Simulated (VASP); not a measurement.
# LiRh: convergence with the SCF threshold and smearing

How sensitive are energy, pressure and forces of LiRh to the SCF threshold and smearing? The atoms are off their equilibrium sites, so that forces can be compared too. The series runs use LDA. The SCF threshold tried: EDIFF = 0.01; EDIFF = 0.001; EDIFF = 1E-04; EDIFF = 1E-05; EDIFF = 1E-06; EDIFF = 1E-08. The smearing tried: ISMEAR = -1, SIGMA = 0.01; ISMEAR = -1, SIGMA = 0.05; ISMEAR = -1, SIGMA = 0.1; ISMEAR = -1, SIGMA = 0.2; ISMEAR = -1, SIGMA = 0.5; ISMEAR = 1, SIGMA = 0.01; ISMEAR = 1, SIGMA = 0.05; ISMEAR = 1, SIGMA = 0.1; ISMEAR = 1, SIGMA = 0.2; ISMEAR = 1, SIGMA = 0.5; ISMEAR = -5. The atoms of the start are displaced at random from the sites of a P-6m2 cell.

Calculated with VASP 6.6.1; LDA; plane waves and PAW (Li_sv, Rh_pv).

## (1) Starting point

Symmetry: P1, No. 1, triclinic system. Conventional cell: a = 2.652 Å, b = 2.652 Å, c = 4.327 Å, α = 90.00°, β = 90.00°, γ = 120.00°. Nearest to Li lie 6 Rh at 2.59 to 2.70 Å and 6 Li at 2.65 Å. Nearest to Rh lie 6 Li at 2.59 to 2.70 Å and 6 Rh at 2.65 Å. Farther neighbours are not listed.

## (2) SCF threshold: EDIFF = 0.01

EDIFF stops the electronic loop; forces need it tighter than energies do. LDA, the lowest rung, knows the local density alone.

INCAR reads:

```
SYSTEM = LiRh
PREC = Accurate
ENCUT = 650
EDIFF = 0.01
NELM = 100
ISMEAR = -1
SIGMA = 0.05
LREAL = .FALSE.
ALGO = Normal
GGA = CA
NBANDS = 15
LORBIT = 11
LWAVE = .FALSE.
LCHARG = .FALSE.
KPAR = 2
ISIF = 2
```

POSCAR reads:

```
LiRh
1.0
    2.6523004602      0.0000000000      0.0000000000
   -1.3261502301      2.2969595770      0.0000000000
    0.0000000000      0.0000000000      4.3266044100
Li Rh
1 1
Direct
    0.0253420000      0.0124650000      0.4993830000
    0.6670610000      0.3275720000     -0.0083180000
```

KPOINTS reads:

```
Automatic mesh
0
Gamma
10 10 5
0 0 0
```

PAW data sets: Li_sv and Rh_pv (PBE family, release 64).

Command:

```
mpirun -np 2 vasp_std
```

The log of the run:

```text
[banner, memory and clock lines left out]
running    2 mpi-ranks, on    1 nodes
 distrk:  each k-point on    1 cores,    2 groups
 distr:  one band on    1 cores,    1 groups

 POSCAR found type information on POSCAR LiRh
 POSCAR found :  2 types and       2 ions
|                                                                             |
|               ----> ADVICE to this user running VASP <----                  |
|                                                                             |
|     You enforced a specific xc type in the INCAR file but a different       |
|     [... a line on the potential file left out ...]
|     I HOPE YOU KNOW WHAT YOU ARE DOING!                                     |
|                                                                             |

 LDA part: xc-table for (Slater(with rela. corr.)+CA(PZ))
 , standard interpolation
 POSCAR, INCAR and KPOINTS ok, starting setup
 FFT: planning ... GRIDC
 FFT: planning ... GRID_SOFT
 FFT: planning ... GRID
 WAVECAR not read
 entering main loop
       N       E                     dE             d eps       ncg     rms          rms(c)
DAV:   1     0.156906147959E+03    0.15691E+03   -0.12360E+04  7560   0.156E+03
DAV:   2    -0.689610983897E+01   -0.16380E+03   -0.15838E+03  8190   0.393E+02
DAV:   3    -0.119073575082E+02   -0.50112E+01   -0.49037E+01 13371   0.591E+01
DAV:   4    -0.120690675729E+02   -0.16171E+00   -0.16167E+00  8094   0.884E+00
DAV:   5    -0.120721389416E+02   -0.30714E-02   -0.30713E-02  8690   0.104E+00    0.101E+01
DAV:   6    -0.113119316539E+02    0.76021E+00   -0.53262E+00  9240   0.324E+01    0.323E+00
DAV:   7    -0.110650976522E+02    0.24683E+00   -0.63999E-01  9044   0.864E+00    0.125E+00
DAV:   8    -0.110517110328E+02    0.13387E-01   -0.13432E-02  8762   0.106E+00    0.457E-01
DAV:   9    -0.110502777791E+02    0.14333E-02   -0.57112E-03  4039   0.641E-01
   1 F= -.11050278E+02 E0= -.11036883E+02  d E =-.267903E-01
```

Elapsed: 24 s, on 2 MPI ranks of Intel Xeon Platinum 8259CL at 2.50GHz (Skylake/Cascade Lake), shared host; peak memory 0.46 GiB.

Lines that name or quote the potential files are left out of all logs, and their timing lines are given in words.

From OUTCAR (step 2):

```text
ion  position               nearest neighbor table
   1  0.025  0.012  0.499-   2 2.59   2 2.63   2 2.65   2 2.65   2 2.69   2 2.70
   2  0.667  0.328  0.992-   1 2.59   1 2.63   1 2.65   1 2.65   1 2.69   1 2.70

  LATTYP: Found a hexagonal cell.
 ALAT       =     2.6523004602
 C/A-ratio  =     1.6312648114

 Subroutine GETGRP returns: Found  1 space group operations
 (whereof  1 operations were pure point group operations)

The static configuration has the point symmetry C_1 .

 Found    252 irreducible k-points:

   k-points           NKPTS =    252   k-points in BZ     NKDIM =    252   number of bands    NBANDS=     15

   dimension x,y,z NGX =    24 NGY =   24 NGZ =   36
   dimension x,y,z NGXF=    48 NGYF=   48 NGZF=   72

   ENCUT  =  650.0 eV  47.77 Ry    6.91 a.u.   5.51  5.51  8.99*2*pi/ulx,y,z

   NELECT =      18.0000    total number of electrons

 k-points in reciprocal lattice and weights: Automatic mesh
   0.00000000  0.00000000  0.00000000       0.002
   0.10000000  0.00000000  0.00000000       0.004
   0.00000000  0.10000000  0.00000000       0.004
  -0.10000000  0.10000000  0.00000000       0.004
   0.20000000  0.00000000  0.00000000       0.004
   0.00000000  0.20000000  0.00000000       0.004
  -0.20000000  0.20000000  0.00000000       0.004
   0.30000000  0.00000000  0.00000000       0.004
   0.00000000  0.30000000  0.00000000       0.004
[...]
0.30000000  0.40000000  0.40000000       0.004
  -0.40000000 -0.30000000  0.40000000       0.004

 average (electrostatic) potential at core
       1 -56.8692       2 -75.1627

 E-fermi :   6.3615

 k-point     1 :       0.0000    0.0000    0.0000
  band No.  band energies     occupation
    ...
      4     -37.7333      2.00000
      5       0.3898      2.00000
      6       2.7844      2.00000
      7       4.2437      2.00000
      8       4.2474      2.00000
      9       6.6375      0.00796
     10       6.6466      0.00665
     11       7.1095      0.00000
     12      14.0579      0.00000
     13      23.8454      0.00000
    ...

 k-point     2 :       0.1000    0.0000    0.0000
  band No.  band energies     occupation
    ...
      5       0.7496      2.00000
      6       2.9191      2.00000
      7       4.0509      2.00000
      8       4.5198      2.00000
      9       5.4990      2.00000
     10       6.5746      0.02776
     11       8.4155      0.00000
     12      14.0386      0.00000
     13      22.5212      0.00000
     14      23.2784      0.00000
    ...

 k-point     3 :       0.0000    0.1000    0.0000
  band No.  band energies     occupation
    ...
      5       0.7489      2.00000
      6       2.9215      2.00000
      7       4.0487      2.00000
      8       4.5228      2.00000
      9       5.5141      2.00000
     10       6.5678      0.03175
     11       8.4028      0.00000
     12      14.0243      0.00000
     13      22.6601      0.00000
     14      23.1956      0.00000
    ...

  Total       -0.9209049     -0.9921713     -0.3106621      0.0343246      0.0060707      0.0067671
  in kB      -55.9760308    -60.3078689    -18.8832007      2.0863765      0.3690011      0.4113293
  external PRESSURE =     -45.0557001 kB  Pullay stress =       0.0000000 kB

  energy-cutoff  :      650.00
  volume of cell :       26.36
      direct lattice vectors                 reciprocal lattice vectors
     2.652300460  0.000000000  0.000000000     0.377031190  0.217679059  0.000000000
    -1.326150230  2.296959577  0.000000000     0.000000000  0.435358119  0.000000000
     0.000000000  0.000000000  4.326604410     0.000000000  0.000000000  0.231128133

 POSITION                                       TOTAL-FORCE (eV/Angst)
 -----------------------------------------------------------------------------------
      0.05068      0.02863      2.16063        -0.033070     -0.029407     -0.129832
      1.33484      0.75242      4.29062         0.033070      0.029407      0.129832
 -----------------------------------------------------------------------------------
    total drift:                                0.000614      0.000908      0.004196

  FREE ENERGIE OF THE ION-ELECTRON SYSTEM (eV)
  ---------------------------------------------------
  free  energy   TOTEN  =       -11.0502777791 eV

  energy  without entropy=      -11.0234874339  energy(sigma->0) =      -11.03688261

 total charge
# of ion       s       p       d       tot
------------------------------------------
    1        2.041   0.100   0.000   2.141
    2        0.430   6.214   7.159  13.803
--------------------------------------------------
tot          2.470   6.314   7.159  15.944

[... 3 further parts left out ...]
```

The k-mesh is coarse for a metal. The PAW data sets were made with PBE, though LDA sets exist; this is a small mismatch.

Numbers from this step:

```
SCF cycles              : 9
electrons               : 18
bands                   : 15
irreducible k-points    : 252
symmetry operations     : 1
free energy (TOTEN)     : -11.05 eV
energy at zero smearing : -11.04 eV
Fermi energy            : 6.362 eV
pressure                : -4.506 GPa
metallic                : yes
```

The series starts at -5.5184 eV an atom and -4.51 GPa, after 9 cycles in 24 s.

## (3) SCF threshold: EDIFF = 0.001

INCAR: that of step 2 with these lines changed.

```diff
@@ -3,3 +3,3 @@
 ENCUT = 650
-EDIFF = 0.01
+EDIFF = 0.001
 NELM = 100
```

POSCAR is that of step 2.

KPOINTS is that of step 2.

Command:

```
mpirun -np 2 vasp_std
```

The log of the run:

```text
[banner, memory and clock lines left out]
running    2 mpi-ranks, on    1 nodes
[...]
[... a notice as in an earlier step ...]

 LDA part: xc-table for (Slater(with rela. corr.)+CA(PZ))
 , standard interpolation
 POSCAR, INCAR and KPOINTS ok, starting setup
[...]
entering main loop
       N       E                     dE             d eps       ncg     rms          rms(c)
[... 4 cycles as in an earlier step ...]
DAV:   5    -0.120721717967E+02   -0.31042E-02   -0.31042E-02 10325   0.104E+00    0.101E+01
DAV:   6    -0.113119691090E+02    0.76020E+00   -0.53267E+00  9240   0.324E+01    0.323E+00
DAV:   7    -0.110651099358E+02    0.24686E+00   -0.64007E-01  9044   0.864E+00    0.125E+00
DAV:   8    -0.110518874484E+02    0.13222E-01   -0.15052E-02 10858   0.106E+00    0.460E-01
DAV:   9    -0.110504030995E+02    0.14843E-02   -0.44179E-03 10558   0.567E-01    0.743E-02
DAV:  10    -0.110504083233E+02   -0.52239E-05   -0.18863E-04  4088   0.157E-01
   1 F= -.11050408E+02 E0= -.11037010E+02  d E =-.267975E-01
```

The job ended after 28 s (2 MPI ranks; peak memory 0.46 GiB; 53 s of CPU time).

Parts of OUTCAR (step 3):

```text
  Total       -1.1908307     -1.2609149     -0.6521352      0.0338861      0.0060165      0.0066556
  in kB      -72.3831294    -76.6431057    -39.6392059      2.0597214      0.3657082      0.4045518
  external PRESSURE =     -62.8884803 kB  Pullay stress =       0.0000000 kB

 POSITION                                       TOTAL-FORCE (eV/Angst)
 -----------------------------------------------------------------------------------
      0.05068      0.02863      2.16063        -0.033311     -0.029696     -0.133596
      1.33484      0.75242      4.29062         0.033311      0.029696      0.133596
 -----------------------------------------------------------------------------------
    total drift:                                0.000039      0.000220      0.000256

  FREE ENERGIE OF THE ION-ELECTRON SYSTEM (eV)
  ---------------------------------------------------
  free  energy   TOTEN  =       -11.0504083233 eV

  energy  without entropy=      -11.0236107804  energy(sigma->0) =      -11.03700955

[... 2 parts as in an earlier step ...]

[... 1 further part left out ...]
[key lines of the parts left out:]
E-fermi :   6.3688
```

Against the run before the energy moves by -0.06 meV an atom and the pressure by -1.78 GPa, after 10 cycles in 28 s.

## (4) SCF threshold: EDIFF = 1E-04

INCAR: that of step 3 with these lines changed.

```diff
@@ -3,3 +3,3 @@
 ENCUT = 650
-EDIFF = 0.001
+EDIFF = 1E-04
 NELM = 100
```

POSCAR is that of step 3.

KPOINTS is that of step 3.

Command:

```
mpirun -np 2 vasp_std
```

The log of the run:

```text
[... set-up lines as in an earlier step ...]
 entering main loop
       N       E                     dE             d eps       ncg     rms          rms(c)
[... 4 cycles as in an earlier step ...]
DAV:   5    -0.120721719776E+02   -0.31044E-02   -0.31043E-02 10365   0.104E+00    0.101E+01
DAV:   6    -0.113119696695E+02    0.76020E+00   -0.53267E+00  9240   0.324E+01    0.323E+00
DAV:   7    -0.110651101733E+02    0.24686E+00   -0.64007E-01  9044   0.864E+00    0.125E+00
DAV:   8    -0.110518874705E+02    0.13223E-01   -0.15049E-02 10858   0.106E+00    0.460E-01
DAV:   9    -0.110504033509E+02    0.14841E-02   -0.44205E-03 10622   0.567E-01    0.743E-02
DAV:  10    -0.110504099579E+02   -0.66070E-05   -0.20208E-04  8449   0.156E-01
   1 F= -.11050410E+02 E0= -.11037011E+02  d E =-.267976E-01
```

Run time: 29 s. Hardware: 2 MPI ranks; peak memory 0.47 GiB; 55 s of CPU time.

OUTCAR, selected parts (step 4):

```text
  Total       -1.1872863     -1.2572501     -0.6505833      0.0338325      0.0060151      0.0066638
  in kB      -72.1676836    -76.4203480    -39.5448754      2.0564637      0.3656203      0.4050534
  external PRESSURE =     -62.7109690 kB  Pullay stress =       0.0000000 kB

 POSITION                                       TOTAL-FORCE (eV/Angst)
 -----------------------------------------------------------------------------------
      0.05068      0.02863      2.16063        -0.033202     -0.029661     -0.133401
      1.33484      0.75242      4.29062         0.033202      0.029661      0.133401
 -----------------------------------------------------------------------------------
    total drift:                                0.000177      0.000219      0.000357

  FREE ENERGIE OF THE ION-ELECTRON SYSTEM (eV)
  ---------------------------------------------------
  free  energy   TOTEN  =       -11.0504099579 eV

  energy  without entropy=      -11.0236124073  energy(sigma->0) =      -11.03701118

[... 2 parts as in an earlier step ...]

[... 1 further part left out ...]
[key lines of the parts left out:]
E-fermi :   6.3688
```

Against the run before the energy stays within 0.01 meV an atom; the pressure moves by +0.02 GPa, after 10 cycles in 29 s.

## (5) SCF threshold: EDIFF = 1E-05

INCAR: that of step 4 with these lines changed.

```diff
@@ -3,3 +3,3 @@
 ENCUT = 650
-EDIFF = 1E-04
+EDIFF = 1E-05
 NELM = 100
```

POSCAR is that of step 4.

KPOINTS is that of step 4.

Command:

```
mpirun -np 2 vasp_std
```

The log of the run:

```text
[... set-up lines as in an earlier step ...]
 entering main loop
       N       E                     dE             d eps       ncg     rms          rms(c)
[... 9 cycles as in an earlier step ...]
DAV:  10    -0.110504103871E+02   -0.70362E-05   -0.20638E-04  9472   0.156E-01    0.345E-02
DAV:  11    -0.110504200188E+02   -0.96317E-05   -0.38625E-05  8820   0.520E-02
   1 F= -.11050420E+02 E0= -.11037023E+02  d E =-.267949E-01
```

It took 33 s on 2 MPI ranks; peak memory 0.47 GiB.

Parts of OUTCAR (step 5):

```text
  Total       -1.1434653     -1.2134677     -0.5573550      0.0338703      0.0059982      0.0066379
  in kB      -69.5040834    -73.7590879    -33.8781153      2.0587628      0.3645914      0.4034767
  external PRESSURE =     -59.0470955 kB  Pullay stress =       0.0000000 kB

 POSITION                                       TOTAL-FORCE (eV/Angst)
 -----------------------------------------------------------------------------------
      0.05068      0.02863      2.16063        -0.033337     -0.029762     -0.133150
      1.33484      0.75242      4.29062         0.033337      0.029762      0.133150
 -----------------------------------------------------------------------------------
    total drift:                                0.000046      0.000158     -0.000097

  FREE ENERGIE OF THE ION-ELECTRON SYSTEM (eV)
  ---------------------------------------------------
  free  energy   TOTEN  =       -11.0504200188 eV

  energy  without entropy=      -11.0236251538  energy(sigma->0) =      -11.03702259

[... 2 parts as in an earlier step ...]

[... 1 further part left out ...]
[key lines of the parts left out:]
E-fermi :   6.3652
```

Against the run before the energy moves by -0.01 meV an atom and the pressure by +0.37 GPa, after 11 cycles in 33 s.

## (6) SCF threshold: EDIFF = 1E-06

INCAR: that of step 5 with these lines changed.

```diff
@@ -3,3 +3,3 @@
 ENCUT = 650
-EDIFF = 1E-05
+EDIFF = 1E-06
 NELM = 100
```

POSCAR is that of step 5.

KPOINTS is that of step 5.

Command:

```
mpirun -np 2 vasp_std
```

The log of the run:

```text
[... set-up lines as in an earlier step ...]
 entering main loop
       N       E                     dE             d eps       ncg     rms          rms(c)
[... 10 cycles as in an earlier step ...]
DAV:  11    -0.110504200278E+02   -0.96407E-05   -0.38715E-05  9156   0.520E-02    0.656E-03
DAV:  12    -0.110504194243E+02    0.60346E-06   -0.17010E-06  8458   0.132E-02
   1 F= -.11050419E+02 E0= -.11037023E+02  d E =-.267932E-01
```

Elapsed: 36 s, on 2 MPI ranks; peak memory 0.47 GiB; 68 s of CPU time.

Parts of OUTCAR (step 6):

```text
  Total       -1.1699264     -1.2400451     -0.5909219      0.0339197      0.0060029      0.0066444
  in kB      -71.1124876    -75.3745630    -35.9184349      2.0617637      0.3648769      0.4038732
  external PRESSURE =     -60.8018285 kB  Pullay stress =       0.0000000 kB

 POSITION                                       TOTAL-FORCE (eV/Angst)
 -----------------------------------------------------------------------------------
      0.05068      0.02863      2.16063        -0.033338     -0.029764     -0.133166
      1.33484      0.75242      4.29062         0.033338      0.029764      0.133166
 -----------------------------------------------------------------------------------
    total drift:                                0.000018      0.000127     -0.000195

  FREE ENERGIE OF THE ION-ELECTRON SYSTEM (eV)
  ---------------------------------------------------
  free  energy   TOTEN  =       -11.0504194243 eV

  energy  without entropy=      -11.0236262204  energy(sigma->0) =      -11.03702282

[... 2 parts as in an earlier step ...]

[... 1 further part left out ...]
[key lines of the parts left out:]
E-fermi :   6.3663
```

Against the run before the energy stays within 0.01 meV an atom; the pressure moves by -0.18 GPa, after 12 cycles in 36 s.

## (7) SCF threshold: EDIFF = 1E-08

INCAR: that of step 6 with these lines changed.

```diff
@@ -3,3 +3,3 @@
 ENCUT = 650
-EDIFF = 1E-06
+EDIFF = 1E-08
 NELM = 100
```

POSCAR is that of step 6.

KPOINTS is that of step 6.

Command:

```
mpirun -np 2 vasp_std
```

The log of the run:

```text
[... set-up lines as in an earlier step ...]
 entering main loop
       N       E                     dE             d eps       ncg     rms          rms(c)
[... 11 cycles as in an earlier step ...]
DAV:  12    -0.110504194294E+02    0.59838E-06   -0.17518E-06  9821   0.132E-02    0.224E-03
DAV:  13    -0.110504193458E+02    0.83624E-07   -0.14364E-07  8373   0.445E-03    0.288E-04
DAV:  14    -0.110504193472E+02   -0.14402E-08   -0.42417E-09  7588   0.571E-04
   1 F= -.11050419E+02 E0= -.11037023E+02  d E =-.267935E-01
```

Wall time 39 s (2 MPI ranks); peak memory 0.47 GiB.

OUTCAR, selected parts (step 7):

```text
  Total       -1.1648743     -1.2350392     -0.5885587      0.0339301      0.0060037      0.0066468
  in kB      -70.8053998    -75.0702829    -35.7747897      2.0623995      0.3649253      0.4040172
  external PRESSURE =     -60.5501575 kB  Pullay stress =       0.0000000 kB

 POSITION                                       TOTAL-FORCE (eV/Angst)
 -----------------------------------------------------------------------------------
      0.05068      0.02863      2.16063        -0.033337     -0.029764     -0.133187
      1.33484      0.75242      4.29062         0.033337      0.029764      0.133187
 -----------------------------------------------------------------------------------
    total drift:                                0.000003      0.000118     -0.000171

  FREE ENERGIE OF THE ION-ELECTRON SYSTEM (eV)
  ---------------------------------------------------
  free  energy   TOTEN  =       -11.0504193472 eV

  energy  without entropy=      -11.0236258732  energy(sigma->0) =      -11.03702261

[... 2 parts as in an earlier step ...]

[... 1 further part left out ...]
[key lines of the parts left out:]
E-fermi :   6.3664
```

Against the run before the energy stays within 0.01 meV an atom; the pressure moves by +0.03 GPa, after 14 cycles in 39 s.

## (8) The SCF threshold series as a table

This step: convergence of LDA results with the threshold; plane waves and PAW (VASP 6.6.1).

No new run; the numbers come from the runs before.

Differences are taken from the run with EDIFF = 1E-08. Results of the series, by row:

```csv
setting,status,energy less the reference (meV/atom),pressure (GPa),largest force difference (meV/Å),SCF cycles,wall time (s)
EDIFF = 0.01,converged,0.07,-4.506,3.355,9,24
EDIFF = 0.001,converged,0.00653,-6.289,0.409,10,28
EDIFF = 1E-04,converged,0.005715,-6.271,0.214,10,29
EDIFF = 1E-05,converged,1.00e-5,-5.905,0.037,11,33
EDIFF = 1E-06,converged,-1.05e-4,-6.08,0.021,12,36
EDIFF = 1E-08,converged,0,-6.055,0,14,39
```

(Continued in part 2 of 3.)

[Lines on the potential files, build, host, timing and source positions are cut from VASP's logs without a mark.]

[Logs are printed without paths, hosts, clocks, repeated set-up lines and the standing remarks that a program may print on its own settings, such as how far it seeks lower states.]

[Hosts, paths, dates, database ids (printed as entryN), source tags and the programs' standing remarks are cut or masked in the printed files.]

[A measured line is paired with the nearest computed mode of its activity, which favours agreement.]
